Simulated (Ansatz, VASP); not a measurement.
# Cross-check of TiC between VASP and Ansatz, part 2 of 2

Wanted: the spread between two codes on one cell, functional and k mesh. The cell is taken from a series of runs on this material, whose earlier steps may have relaxed, scaled, displaced or heated it; both programs get it as it stands.

VASP 6.6.1 and Ansatz 0.2.0.

So far: Set-up; Ansatz: relaxation of cell and atoms, LDA, pair 1; VASP: relaxation of cell and atoms, LDA, pair 1; Side by side.

## 5. Ansatz: relaxation of cell and atoms, LDA, pair 2

Level of this step: Ansatz beside VASP: Kohn-Sham DFT, plane waves, LDA (Ansatz).

The relaxed volume is the usual yardstick between codes: in a stiff, nearly cubic crystal its relative difference is about their pressure difference at one cell divided by the bulk modulus.

The cell is taken from a series of runs on this material, whose earlier steps may have relaxed, scaled, displaced or heated it; both programs get it as it stands.

File input.yaml:

```yaml
crystal:
  lattice:
    - [0.0, 2.1305402975, 2.1305402975]
    - [2.1305402975, 0.0, 2.1305402975]
    - [2.1305402975, 2.1305402975, 0.0]
  atoms:
    - { symbol: Ti, position: [0.0, 0.0, 0.0] }
    - { symbol: C, position: [0.5, 0.5, 0.5] }
kpoints:
  mp_grid: { grid: [16, 16, 16] }
hamiltonian:
  xc: lda
scf:
  occupations: { method: gaussian, width: 0.1 }
output:
  forces: true
  stress: true
  eigenvalues: true
relax:
  adjacent_minimum: "off"
  f_tol: 0.005
  max_steps: 80
  cell: { stress_tol: 0.05 }
```

On the command line:

```
$ ansatz run input.yaml --threads 8 --pin off --max-ram 16384MiB --backend cpu --events-out ev --progress --plain --runs-dir out
```

Numbers of over 12 decimals in the logs are rounded to 6 here.

The program printed:

```text
[...]
Crystal: 2 atoms, lattice volume = 19.342 Å³
Basis set: ecut = 420 eV, 339 PW (Γ)
Bands: 12, of which v1, the nominal top of the filled ones, is band 8 counted from 1 (7 counted from 0)
Symmetry: 48 space group operations
[...]
k-points: 145 of 4096
[...]
k-point 144: bands = [... 4 lower, 5.7865, 12.0302, 12.0302, 12.4270, 18.1698, 18.1698, 18.9735, 20.8162]
--- Relaxed structure (2 steps of the walk, 2 accepted, 1 SCFs on fresh bases) ---
[...]
cell:  # Å, volume = 19.3384 Å³
    - [0, 2.130411, 2.130411]
    - [2.130411, 0, 2.130411]
    - [2.130411, 2.130411, 0]
  atoms:
    - { symbol: Ti, position: [0, 0, 0] }
    - { symbol: C, position: [0.5, 0.5, 0.5] }
[key lines of the parts left out:]
SCF converged after 7 iterations
Free energy (F): -2695.176822 eV
Fermi energy:    15.223298 eV
P = ⅓ Tr σ = -0.0099 GPa (-0.099 kbar)
```

## 6. VASP: relaxation of cell and atoms, LDA, pair 2

The same cell, functional (in two slightly different forms), mesh and smearing now go to VASP, with its own data sets.

File INCAR:

```
SYSTEM = TiC
PREC = Accurate
ENCUT = 600
EDIFF = 1E-07
NELM = 120
ISMEAR = 0
SIGMA = 0.1
LREAL = .FALSE.
ALGO = Normal
GGA = CA
NBANDS = 14
LASPH = .TRUE.
LORBIT = 11
LWAVE = .FALSE.
LCHARG = .FALSE.
ISIF = 3
IBRION = 2
NSW = 80
EDIFFG = -0.005
GGA_COMPAT = .FALSE.
NELMIN = 4
```

File POSCAR:

```
TiC
1.0
    0.0000000000      2.1305400000      2.1305400000
    2.1305400000      0.0000000000      2.1305400000
    2.1305400000      2.1305400000      0.0000000000
Ti C
1 1
Direct
    0.0000000000      0.0000000000      0.0000000000
    0.5000000000      0.5000000000      0.5000000000
```

File KPOINTS:

```
Automatic mesh
0
Gamma
16 16 16
0 0 0
```

Potentials, in the order of the species: Ti_sv and C (LDA family, release 64).

On the command line:

```
$ mpirun -np 1 vasp_std
```

The program printed:

```text
[... set-up lines as in an earlier step ...]
 entering main loop
       N       E                     dE             d eps       ncg     rms          rms(c)
DAV:   1     0.127589934732E+03    0.12759E+03   -0.89263E+03  4060   0.152E+03
DAV:   2    -0.172112515241E+02   -0.14480E+03   -0.13629E+03  4294   0.371E+02
DAV:   3    -0.256172400704E+02   -0.84060E+01   -0.82245E+01  5316   0.871E+01
DAV:   4    -0.259679184720E+02   -0.35068E+00   -0.35043E+00  5072   0.162E+01
[...]
DAV:  13    -0.205398963579E+02    0.10434E-04   -0.18937E-05  5050   0.360E-02    0.625E-03
DAV:  14    -0.205398960369E+02    0.32099E-06   -0.65435E-07  4980   0.101E-02    0.275E-03
DAV:  15    -0.205398959789E+02    0.58014E-07   -0.10058E-07  3926   0.427E-03
   1 F= -.20539896E+02 E0= -.20538977E+02  d E =-.205399E+02
[...]
N       E                     dE             d eps       ncg     rms          rms(c)
DAV:   1    -0.205439409153E+02   -0.40449E-02   -0.82602E-02  4738   0.430E+00    0.644E-01
[...]
2 F= -.20539815E+02 E0= -.20538888E+02  d E =0.810572E-04
 trial-energy change:    0.000081  1 .order    0.000074   -0.000323    0.000472
 step:   0.3944(harm=  0.4066)  dis= 0.00000  next Energy=   -20.539959 (dE=-0.634E-04)
[...]
N       E                     dE             d eps       ncg     rms          rms(c)
DAV:   1    -0.205414617902E+02   -0.16469E-02   -0.30338E-02  4744   0.259E+00    0.387E-01
DAV:   2    -0.205402272622E+02    0.12345E-02   -0.45425E-03  4910   0.119E+00    0.120E-01
DAV:   3    -0.205399222481E+02    0.30501E-03   -0.62211E-04  5704   0.336E-01    0.467E-02
DAV:   4    -0.205399220517E+02    0.19634E-06   -0.32839E-04  5458   0.178E-01    0.260E-02
DAV:   5    -0.205399457339E+02   -0.23682E-04   -0.27034E-05  4818   0.500E-02    0.966E-03
DAV:   6    -0.205399559719E+02   -0.10238E-04   -0.18189E-05  6322   0.198E-02    0.729E-03
DAV:   7    -0.205399586735E+02   -0.27016E-05   -0.42883E-06  4664   0.213E-02    0.804E-03
DAV:   8    -0.205399582472E+02    0.42622E-06   -0.17046E-06  4744   0.145E-02    0.119E-03
DAV:   9    -0.205399582632E+02   -0.16000E-07   -0.13353E-07  4342   0.231E-03
   3 F= -.20539958E+02 E0= -.20539036E+02  d E =-.622844E-04
[...]
reached required accuracy - stopping structural energy minimisation
```

Parts of OUTCAR (step 6):

```text
  Total       -0.0002557     -0.0002557     -0.0002557     -0.0000000      0.0000000     -0.0000000
  in kB       -0.0211403     -0.0211403     -0.0211403     -0.0000000      0.0000000     -0.0000000
  external PRESSURE =      -0.0211403 kB  Pullay stress =       0.0000000 kB

 POSITION                                       TOTAL-FORCE (eV/Angst)
 -----------------------------------------------------------------------------------
      0.00000      0.00000      0.00000         0.000000     -0.000000      0.000000
      2.13190      2.13190      2.13190        -0.000000      0.000000     -0.000000
 -----------------------------------------------------------------------------------
    total drift:                                0.000000     -0.000000     -0.000000

  FREE ENERGIE OF THE ION-ELECTRON SYSTEM (eV)
  ---------------------------------------------------
  free  energy   TOTEN  =       -20.5399582632 eV

  energy  without entropy=      -20.5381140248  energy(sigma->0) =      -20.53903614

[... 2 parts as in an earlier step ...]

[... 2 further parts left out ...]
[key lines of the parts left out:]
E-fermi :   9.7856
```

## 7. Side by side

Compared:

| quantity | Ansatz | VASP | difference |
| --- | --- | --- | --- |
| volume (Å³) | 19.34 | 19.38 | -0.21 % |
| edge a after relaxation, in the typed setting (Å) | 3.013 | 3.015 | -0.07 % |

## 8. Results

```json
{
 "difference in volume (relaxation of cell and atoms, LDA, pair 1)": "-0.21 %",
 "difference in volume (relaxation of cell and atoms, LDA, pair 2)": "-0.21 %"
}
```

**Reading.** The difference in volume is -0.21 % (relaxation of cell and atoms, LDA, pair 1), within the 1.2 % picked in this series as the mark of a large difference, as far as the stopping tolerances let one tell. How closely two codes agree says nothing of how well the functional describes the real material.

[Lines on the potential files, build, host, timing and source positions are cut from VASP's logs without a mark.]

[Logs are printed without paths, hosts, clocks, repeated set-up lines and the standing remarks that a program may print on its own settings, such as how far it seeks lower states.]

[Hosts, paths, dates, database ids (printed as entryN), source tags and the programs' standing remarks are cut or masked in the printed files.]
